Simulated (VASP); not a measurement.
Calculation: rev-vdW-DF2, VASP's PBE PAW potentials (set 64) (plane waves; VASP 6.6.1).

The input files of a VASP run:

**KPOINTS**
```
Automatic mesh
0
Gamma
16 16 16
0 0 0
```

POSCAR:
```
Pt
1
    0.0000000000     2.0130172822     2.0130172822
    2.0130172822     0.0000000000     2.0130172822
    2.0130172822     2.0130172822     0.0000000000
Pt
1
Direct
  0.0000000000   0.0000000000   0.0000000000
```

**INCAR**
```
# general
SYSTEM   = Pt
PREC     = Accurate
ENCUT    = 520
LREAL    = .False.
LASPH    = .True.

# electronic loop
EDIFF    = 1E-7
NELM     = 100
ALGO     = Normal
LMAXMIX  = 6

# smearing
ISMEAR   = 1
SIGMA    = 0.1

# functional
GGA      = MK
LUSE_VDW = .True.
AGGAC    = 0.0
PARAM1   = 0.1234568
PARAM2   = 0.7114
ZAB_VDW  = -1.8867

# ions
ISIF     = 2

# output
LWAVE    = .False.
LCHARG   = .False.
```

POTCAR, in this order: Pt (PBE.64 set). Program: vasp_std.

Unless said otherwise, spin-orbit coupling is left out, though it shifts the bands of the heavy elements here.

Problem. What does the run give for the energy per atom (σ→0), pressure, band gap (on the k-mesh)?

Solution. 
- energy per atom (σ→0): -4.005 eV/atom
- band gap (on the k-mesh): none (metal, semimetal or under 0.01 eV)
- pressure: -13.22 GPa

**OSZICAR**
```
...
DAV:   5    -0.440894287337E+01   -0.10023E-04   -0.10022E-04  3021   0.907E-02    0.102E+01
DAV:   6    -0.404033380938E+01    0.36861E+00   -0.10994E+00  2673   0.925E+00    0.531E+00
DAV:   7    -0.400880514475E+01    0.31529E-01   -0.12690E-01  2839   0.303E+00    0.235E+00
DAV:   8    -0.400567262901E+01    0.31325E-02   -0.40049E-03  2777   0.635E-01    0.471E-01
DAV:   9    -0.400551359156E+01    0.15904E-03   -0.13617E-04  2765   0.118E-01    0.136E-02
DAV:  10    -0.400551833453E+01   -0.47430E-05   -0.29124E-06  2972   0.176E-02    0.313E-03
DAV:  11    -0.400551837516E+01   -0.40629E-07   -0.62025E-08  2390   0.252E-03
   1 F= -.40055184E+01 E0= -.40051344E+01  d E =-.115195E-02
```

The compound is Pt in the fcc structure. This cell is one point of a volume scan, at 1.06 of the reference volume.
